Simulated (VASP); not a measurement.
Data:

```yaml
crystal:
  lattice:
    - [2.84929, 0.00000, 0.00000]
    - [0.00000, 2.84929, 0.00000]
    - [0.00000, 0.00000, 3.56116]
  atoms:
    - { symbol: Cu, position: [0.00000, 0.00000, 0.00000] }
    - { symbol: Au, position: [0.50000, 0.50000, 0.50000] }
```

All values below come from PBE GGA with D4 dispersion, VASP's PBE PAW potentials (set 64) (plane waves; VASP). Run with 520 eV cut-off, 14×14×12 Γ-centred mesh, tetrahedra with Blöchl corrections, potentials Cu Au.

Unless said otherwise, spin-orbit coupling is left out, though it shifts the bands of the heavy elements here.

### Question
What does the run give for the energy per atom (σ→0), band gap (on the k-mesh) with the smallest direct gap where there is one?

### Answer

| Item | Result |
|---|---|
| band gap (on the k-mesh) | none (metal, semimetal or under 0.01 eV) |
| energy per atom (σ→0) | -4.120 eV/atom |

The compound is CuAu in the L1_0 structure. It was relaxed first.
